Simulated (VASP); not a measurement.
Input:

```xyz
2
Lattice="2.9900 0.0000 0.0000 0.0000 2.9900 0.0000 0.0000 0.0000 2.9900" Properties=species:S:1:pos:R:3 pbc="T T T"
Ti     0.0000     0.0000     0.0000
Co     1.4950     1.4950     1.4950
```

Computed with PBE GGA, VASP's PBE PAW potentials (set 64) (plane waves; VASP 6.6.1). Settings: 400 eV cut-off, 9×9×9 Γ-centred mesh, first-order Methfessel-Paxton smearing of 0.10 eV, potentials Ti_sv Co.

Problem. Give the stress tensor in GPa (positive for a compressed cell).

Solution. 
```
-4.23   0.00   0.00
 0.00  -4.23   0.00
 0.00   0.00  -4.23
```
The pressure is its mean diagonal, -4.23 GPa.

The compound is TiCo in the CsCl type structure. The cell was not relaxed at this level. The run is not spin-polarised, so no magnetic state was tried. The electron count is odd and the run is not spin-polarised, which forces a metal.
